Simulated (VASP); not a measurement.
Level of theory: AM05 GGA, VASP's PBE PAW potentials (set 64) (plane waves; VASP 6.6.1).

A VASP calculation is set up with these files.

**INCAR**
```
! general
SYSTEM =AgCl
PREC   =Accurate
ENCUT  =520   ! plane-wave cut-off (eV)
LREAL  =.FALSE.   ! projection in real space or not
LASPH  =.TRUE.   ! aspherical one-centre terms

! electronic loop
EDIFF  =1E-6
NELM   =100   ! most electronic steps
ALGO   =Normal
LMAXMIX=4

! smearing
ISMEAR =0   ! Gaussian
SIGMA  =0.05

! functional
GGA    =AM   ! AM05

! ions
IBRION =2   ! conjugate gradients
NSW    =60   ! most ionic steps
ISIF   =3   ! ions, shape and volume
EDIFFG =-0.01   ! ionic stop

! output
LWAVE  =.FALSE.
LCHARG =.FALSE.
```

POSCAR:
```
AgCl
1
    0.0000000000     2.7410826974     2.7410826974
    2.7410826974     0.0000000000     2.7410826974
    2.7410826974     2.7410826974     0.0000000000
Ag Cl
1 1
Direct
  0.0000000000   0.0000000000   0.0000000000
  0.5000000000   0.5000000000   0.5000000000
```

**KPOINTS**
```
Regular mesh
0
Gamma
8 8 8
```

POTCAR, in this order: Ag Cl (PBE.64 set). Program: vasp_std.

Output of the run:

**OSZICAR**
```
       N       E                     dE             d eps       ncg     rms          rms(c)
DAV:   1     0.997069466616E+02    0.99707E+02   -0.87431E+03   770   0.125E+03
DAV:   2    -0.148758707356E+01   -0.10119E+03   -0.94869E+02   859   0.252E+02
DAV:   3    -0.564964093713E+01   -0.41621E+01   -0.41385E+01   879   0.547E+01
DAV:   4    -0.568452902114E+01   -0.34888E-01   -0.34881E-01   874   0.555E+00
DAV:   5    -0.568495890779E+01   -0.42989E-03   -0.42988E-03   869   0.633E-01    0.727E+00
DAV:   6    -0.553367618215E+01    0.15128E+00   -0.33296E-01   833   0.823E+00    0.472E+00
DAV:   7    -0.553171101061E+01    0.19652E-02   -0.83102E-02   774   0.230E+00    0.202E+00
DAV:   8    -0.553103587180E+01    0.67514E-03   -0.48743E-03   789   0.886E-01    0.319E-01
DAV:   9    -0.553110768604E+01   -0.71814E-04   -0.68809E-04   849   0.363E-01    0.464E-02
DAV:  10    -0.553115642180E+01   -0.48736E-04   -0.59901E-05   784   0.775E-02    0.183E-02
DAV:  11    -0.553117173286E+01   -0.15311E-04   -0.17474E-05   779   0.358E-02    0.277E-03
DAV:  12    -0.553117184866E+01   -0.11581E-06   -0.39981E-07   592   0.815E-03
   1 F= -.55311718E+01 E0= -.55311718E+01  d E =-.553117E+01
```

### OUTCAR
```
------------------------ aborting loop because EDIFF is reached ----------------------------------------
  FORCE on cell =-STRESS in cart. coord.  units (eV):
  Direction    XX          YY          ZZ          XY          YZ          ZX
  --------------------------------------------------------------------------------------
  Total       -0.0004739     -0.0004739     -0.0004739      0.0000000     -0.0000000     -0.0000000
  in kB       -0.0184331     -0.0184331     -0.0184331      0.0000000     -0.0000000     -0.0000000
  external PRESSURE =      -0.0184331 kB  Pullay stress =       0.0000000 kB
  volume of cell :       41.19
      direct lattice vectors                 reciprocal lattice vectors
     0.000000000  2.741082697  2.741082697    -0.182409674  0.182409674  0.182409674
     2.741082697  0.000000000  2.741082697     0.182409674 -0.182409674  0.182409674
     2.741082697  2.741082697  0.000000000     0.182409674  0.182409674 -0.182409674
  FREE ENERGIE OF THE ION-ELECTRON SYSTEM (eV)
  ---------------------------------------------------
  free  energy   TOTEN  =        -5.5311718487 eV

  energy  without entropy=       -5.5311718487  energy(sigma->0) =       -5.53117185

 reached required accuracy - stopping structural energy minimisation
```
(Selected blocks of OUTCAR.)

**OUTCAR**
```
 val. band max:        4.2260997680   @ k =   0.5000   0.0000   0.0000

 cond. band min:       5.0535369940   @ k =   0.0000   0.0000   0.0000


 Fermi energy:         4.4486448539

 k-point     1 :       0.0000    0.0000    0.0000
  band No.  band energies     occupation
      1     -11.1116      2.00000
      2       1.6059      2.00000
      3       1.6059      2.00000
      4       1.6059      2.00000
      5       1.6464      2.00000
      6       1.6464      2.00000
      7       1.7574      2.00000
      8       1.7574      2.00000
      9       1.7574      2.00000
     10       5.0535      0.00000
     11      15.0259      0.00000
     12      15.0259      0.00000
     13      15.0259      0.00000

 k-point     2 :       0.1250    0.0000    0.0000
  band No.  band energies     occupation
      1     -11.0442      2.00000
      2       0.8666      2.00000
      3       0.9282      2.00000
      4       0.9282      2.00000
      5       1.6654      2.00000
      6       1.6654      2.00000
      7       1.9202      2.00000
      8       2.5510      2.00000
      9       2.5510      2.00000
     10       5.7956      0.00000
     11      13.6279      0.00000
     12      14.6962      0.00000
     13      14.6962      0.00000

 k-point     3 :       0.2500    0.0000    0.0000
  band No.  band energies     occupation
      1     -10.8740      2.00000
      2      -0.2225      2.00000
      3       0.3237      2.00000
      4       0.3237      2.00000
      5       1.8039      2.00000
      6       1.8039      2.00000
      7       2.0802      2.00000
      8       3.3628      2.00000
      9       3.3628      2.00000
     10       7.1387      0.00000
     11      11.9711      0.00000
     12      13.3489      0.00000
     13      13.3489      0.00000

 k-point     4 :       0.3750    0.0000    0.0000
  band No.  band energies     occupation
      1     -10.6915      2.00000
      2      -1.0482      2.00000
      3      -0.0608      2.00000
...
```

The compound is AgCl in the rock salt structure. It was relaxed first. The start is the result of an earlier pass.
